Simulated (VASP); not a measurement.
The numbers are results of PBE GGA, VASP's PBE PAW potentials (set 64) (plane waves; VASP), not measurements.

VASP ran on this input.

INCAR:
```
LMAXMIX = 4   # l cut-off of mixed one-centre charges
SYSTEM = RhTe
PREC = Accurate
NELM = 100
LASPH = .TRUE.
ENCUT = 400   # plane-wave cut-off (eV)
NSW = 60   # most ionic steps
ISMEAR = 1
LREAL = .FALSE.
ALGO = Normal   # blocked Davidson
LWAVE = .FALSE.
LCHARG = .FALSE.
EDIFF = 1E-6
SIGMA = 0.1   # width (eV)
EDIFFG = -0.01   # ionic stop
GGA = PE
IBRION = 2   # conjugate gradients
ISIF = 3   # ions, shape and volume
```

POSCAR:
```
RhTe
1.0
  3.6400000000   0.0000000000   0.0000000000
  0.0000000000   3.6400000000   0.0000000000
  0.0000000000   0.0000000000   3.6400000000
Rh Te
1 1
Cartesian
  0.0000000000   0.0000000000   0.0000000000
  1.8200000000   1.8200000000   1.8200000000
```

File KPOINTS:
```
Automatic mesh
0
G
 9 9 9
0 0 0
```

POTCAR, in this order: Rh_pv Te (PBE.64 set). Program: vasp_std.

Output of the run:

### OSZICAR
```
       N       E                     dE             d eps       ncg     rms          rms(c)
DAV:   1     0.981420408045E+02    0.98142E+02   -0.10474E+04  1236   0.111E+03
DAV:   2    -0.686594238761E+01   -0.10501E+03   -0.10298E+03  1154   0.279E+02
DAV:   3    -0.969793967393E+01   -0.28320E+01   -0.27497E+01  1178   0.461E+01
DAV:   4    -0.973239830690E+01   -0.34459E-01   -0.34435E-01  1252   0.516E+00
DAV:   5    -0.973293145649E+01   -0.53315E-03   -0.53314E-03  1196   0.584E-01    0.814E+00
DAV:   6    -0.964316633316E+01    0.89765E-01   -0.14346E-01  1036   0.226E+00    0.492E+00
DAV:   7    -0.965545981534E+01   -0.12293E-01   -0.35592E-01  1010   0.609E+00    0.355E+00
DAV:   8    -0.961564309118E+01    0.39817E-01   -0.75863E-02  1062   0.245E+00    0.833E-01
DAV:   9    -0.961481723113E+01    0.82586E-03   -0.10663E-02  1088   0.100E+00    0.623E-01
DAV:  10    -0.961490883291E+01   -0.91602E-04   -0.14182E-04  1152   0.104E-01    0.942E-01
DAV:  11    -0.961471768220E+01    0.19115E-03   -0.29800E-04  1046   0.157E-01    0.315E-01
DAV:  12    -0.961471154510E+01    0.61371E-05   -0.33066E-05  1058   0.328E-02    0.808E-02
DAV:  13    -0.961471108411E+01    0.46099E-06   -0.48583E-07   688   0.615E-03
   1 F= -.96147111E+01 E0= -.96142056E+01  d E =-.961471E+01
       N       E                     dE             d eps       ncg     rms          rms(c)
DAV:   1    -0.765600078773E+02   -0.66945E+02   -0.10802E+03  1004   0.353E+02    0.936E+01
DAV:   2    -0.178318882031E+02    0.58728E+02   -0.38514E+02   994   0.203E+02    0.259E+01
DAV:   3    -0.114024312373E+02    0.64295E+01   -0.31904E+01  1040   0.668E+01    0.161E+01
DAV:   4    -0.101253235202E+02    0.12771E+01   -0.38925E+00  1040   0.193E+01    0.119E+01
DAV:   5    -0.986177599258E+01    0.26355E+00   -0.60827E-01  1076   0.620E+00    0.562E+00
DAV:   6    -0.986387688169E+01   -0.21009E-02   -0.96726E-02  1164   0.272E+00    0.224E+00
DAV:   7    -0.986526241763E+01   -0.13855E-02   -0.37840E-03  1158   0.538E-01    0.134E+00
DAV:   8    -0.986561044354E+01   -0.34803E-03   -0.44069E-04  1112   0.214E-01    0.638E-02
DAV:   9    -0.986554628192E+01    0.64162E-04   -0.21590E-04  1046   0.159E-01    0.310E-02
DAV:  10    -0.986554556385E+01    0.71807E-06   -0.74281E-06  1058   0.243E-02
   2 F= -.98655456E+01 E0= -.98644957E+01  d E =-.250834E+00
       N       E                     dE             d eps       ncg     rms          rms(c)
DAV:   1    -0.228106787744E+02   -0.12945E+02   -0.19254E+02   992   0.188E+02    0.369E+01
DAV:   2    -0.137825267077E+02    0.90282E+01   -0.99462E+01  1000   0.107E+02    0.181E+01
DAV:   3    -0.105292281138E+02    0.32533E+01   -0.12461E+01   986   0.341E+01    0.128E+01
DAV:   4    -0.104393711539E+02    0.89857E-01   -0.41874E-01  1046   0.733E+00    0.947E+00
DAV:   5    -0.103737920936E+02    0.65579E-01   -0.80100E-02  1076   0.245E+00    0.556E+00
DAV:   6    -0.103564380481E+02    0.17354E-01   -0.66819E-02  1068   0.173E+00    0.882E-01
DAV:   7    -0.103568293612E+02   -0.39131E-03   -0.19642E-03  1118   0.331E-01    0.557E-01
DAV:   8    -0.103571570945E+02   -0.32773E-03   -0.36832E-04  1082   0.200E-01    0.184E-01
DAV:   9    -0.103571342464E+02    0.22848E-04   -0.89270E-05  1076   0.890E-02    0.143E-01
DAV:  10    -0.103571327925E+02    0.14539E-05   -0.54312E-06  1050   0.220E-02    0.662E-02
DAV:  11    -0.103571327729E+02    0.19662E-07   -0.97214E-07   712   0.961E-03
   3 F= -.10357133E+02 E0= -.10356420E+02  d E =-.742422E+00
       N       E                     dE             d eps       ncg     rms          rms(c)
DAV:   1    -0.103696698280E+02   -0.12537E-01   -0.16838E-01   998   0.516E+00    0.828E-01
DAV:   2    -0.103649371672E+02    0.47327E-02   -0.11289E-01   998   0.363E+00    0.575E-01
DAV:   3    -0.103577878863E+02    0.71493E-02   -0.20789E-02   992   0.156E+00    0.232E-01
DAV:   4    -0.103576756831E+02    0.11220E-03   -0.65981E-04  1028   0.186E-01    0.703E-02
DAV:   5    -0.103576327494E+02    0.42934E-04   -0.20970E-04  1136   0.135E-01    0.848E-02
DAV:   6    -0.103576398308E+02   -0.70815E-05   -0.14125E-05  1126   0.417E-02    0.540E-02
DAV:   7    -0.103576403389E+02   -0.50804E-06   -0.11053E-06   580   0.117E-02
   4 F= -.10357640E+02 E0= -.10356921E+02  d E =-.742929E+00
       N       E                     dE             d eps       ncg     rms          rms(c)
DAV:   1    -0.103699060189E+02   -0.12266E-01   -0.17544E-01   998   0.527E+00    0.851E-01
DAV:   2    -0.103649682854E+02    0.49377E-02   -0.11749E-01   998   0.371E+00    0.584E-01
DAV:   3    -0.103575135494E+02    0.74547E-02   -0.21665E-02   992   0.160E+00    0.235E-01
DAV:   4    -0.103573949156E+02    0.11863E-03   -0.68598E-04  1028   0.191E-01    0.730E-02
DAV:   5    -0.103573503646E+02    0.44551E-04   -0.21616E-04  1136   0.137E-01    0.877E-02
DAV:   6    -0.103573577280E+02   -0.73634E-05   -0.15138E-05  1138   0.431E-02    0.556E-02
DAV:   7    -0.103573581397E+02   -0.41166E-06   -0.12046E-06   598   0.122E-02
   5 F= -.10357358E+02 E0= -.10356634E+02  d E =-.742647E+00
       N       E                     dE             d eps       ncg     rms          rms(c)
DAV:   1    -0.103913598977E+02   -0.34002E-01   -0.47056E-01   992   0.867E+00    0.141E+00
DAV:   2    -0.103792957958E+02    0.12064E-01   -0.32967E-01   998   0.622E+00    0.101E+00
DAV:   3    -0.103579478173E+02    0.21348E-01   -0.60056E-02   998   0.262E+00    0.496E-01
DAV:   4    -0.103576395063E+02    0.30831E-03   -0.17399E-03  1016   0.276E-01    0.132E-01
DAV:   5    -0.103573974246E+02    0.24208E-03   -0.87472E-04  1100   0.255E-01    0.879E-02
DAV:   6    -0.103573981979E+02   -0.77336E-06   -0.28746E-05  1082   0.549E-02    0.845E-02
DAV:   7    -0.103573974444E+02    0.75358E-06   -0.39680E-06  1086   0.180E-02
   6 F= -.10357397E+02 E0= -.10356681E+02  d E =-.393047E-04
       N       E                     dE             d eps       ncg     rms          rms(c)
DAV:   1    -0.103659289850E+02   -0.85308E-02   -0.11647E-01   998   0.429E+00    0.685E-01
DAV:   2    -0.103627079055E+02    0.32211E-02   -0.77838E-02   998   0.302E+00    0.475E-01
DAV:   3    -0.103577510146E+02    0.49569E-02   -0.14365E-02   992   0.130E+00    0.207E-01
DAV:   4    -0.103576755654E+02    0.75449E-04   -0.44817E-04  1028   0.152E-01    0.530E-02
DAV:   5    -0.103576434261E+02    0.32139E-04   -0.15564E-04  1130   0.116E-01    0.645E-02
DAV:   6    -0.103576488729E+02   -0.54468E-05   -0.99183E-06  1144   0.348E-02    0.439E-02
DAV:   7    -0.103576493650E+02   -0.49208E-06   -0.69954E-07   532   0.937E-03
   7 F= -.10357649E+02 E0= -.10356929E+02  d E =-.291225E-03
```

**OUTCAR**
```
------------------------ aborting loop because EDIFF is reached ----------------------------------------
  FORCE on cell =-STRESS in cart. coord.  units (eV):
  Direction    XX          YY          ZZ          XY          YZ          ZX
  --------------------------------------------------------------------------------------
  Total       -0.0036960     -0.0036960     -0.0036960      0.0000000      0.0000000     -0.0000000
  in kB       -0.1570476     -0.1570476     -0.1570476      0.0000000      0.0000000     -0.0000000
  external PRESSURE =      -0.1570476 kB  Pullay stress =       0.0000000 kB
  volume of cell :       37.71
      direct lattice vectors                 reciprocal lattice vectors
     3.353289216 -0.000000000 -0.000000000     0.298214659  0.000000000  0.000000000
    -0.000000000  3.353289216 -0.000000000     0.000000000  0.298214659  0.000000000
    -0.000000000 -0.000000000  3.353289216     0.000000000  0.000000000  0.298214659
 POSITION                                       TOTAL-FORCE (eV/Angst)
 -----------------------------------------------------------------------------------
      0.00000      0.00000     -0.00000         0.000000     -0.000000     -0.000000
      1.67664      1.67664      1.67664        -0.000000      0.000000      0.000000
 -----------------------------------------------------------------------------------
    total drift:                                0.000000      0.000000      0.000000
  FREE ENERGIE OF THE ION-ELECTRON SYSTEM (eV)
  ---------------------------------------------------
  free  energy   TOTEN  =       -10.3576493650 eV

  energy  without entropy=      -10.3554892853  energy(sigma->0) =      -10.35692934

 reached required accuracy - stopping structural energy minimisation
```
(Selected blocks of OUTCAR.)

CONTCAR:
```
RhTe
   1.00000000000000
     3.3532892159353098   -0.0000000000000000   -0.0000000000000000
    -0.0000000000000000    3.3532892159353098   -0.0000000000000000
    -0.0000000000000000   -0.0000000000000000    3.3532892159353098
  Rh              Te
     1     1
Direct
     0.0000000000000000    0.0000000000000000    0.0000000000000000
     0.5000000000000000    0.5000000000000000    0.5000000000000000
```

OUTCAR:
```
 val. band max:       10.9214226626   @ k =   0.3333   0.2222   0.1111

 cond. band min:      10.9866126475   @ k =   0.1111   0.0000   0.0000


 Fermi energy:        10.9725024001

 k-point     1 :       0.0000    0.0000    0.0000
  band No.  band energies     occupation
      1     -34.8490      2.00000
      2     -34.8490      2.00000
      3     -34.8490      2.00000
      4      -3.3609      2.00000
      5       7.6992      2.00000
      6       7.6992      2.00000
      7       9.6539      2.00000
      8       9.6539      2.00000
      9       9.6539      2.00000
     10      10.2551      2.00000
     11      10.2551      2.00000
     12      10.2551      2.00000
     13      14.4180      0.00000
     14      18.2103      0.00000

 k-point     2 :       0.1111    0.0000    0.0000
  band No.  band energies     occupation
      1     -34.8534      2.00000
      2     -34.8486      2.00000
      3     -34.8486      2.00000
      4      -3.2172      2.00000
      5       7.3462      2.00000
      6       7.7434      2.00000
      7       9.0755      2.00000
      8       9.0755      2.00000
      9       9.6603      2.00000
     10       9.7327      2.00000
     11      10.9866      0.76379
     12      10.9866      0.76379
     13      15.1329      0.00000
     14      18.0192      0.00000

 k-point     3 :       0.2222    0.0000    0.0000
  band No.  band energies     occupation
      1     -34.8646      2.00000
      2     -34.8475      2.00000
      3     -34.8475      2.00000
      4      -2.8075      2.00000
      5       6.0270      2.00000
      6       7.8598      2.00000
      7       8.4447      2.00000
      8       8.4447      2.00000
      9       9.6340      2.00000
     10       9.6767      2.00000
     11      12.0719     -0.00000
     12      12.0719     -0.00000
     13      15.9289      0.00000
     14      17.5453      0.00000

 k-point     4 :       0.3333    0.0000    0.0000
  band No.  band energies     occupation
...
```

Energy and stress use the plane-wave basis of the starting cell. Unless said otherwise, spin-orbit coupling is left out, though it shifts the bands of the heavy elements here.

The structure was generated: RhTe was put into the CsCl type type (Pm-3m), which need not be its known phase. This run relaxes it. Symmetry was kept, so distortions that lower it aren't found. The electron count is odd and the run is not spin-polarised, which forces a metal.
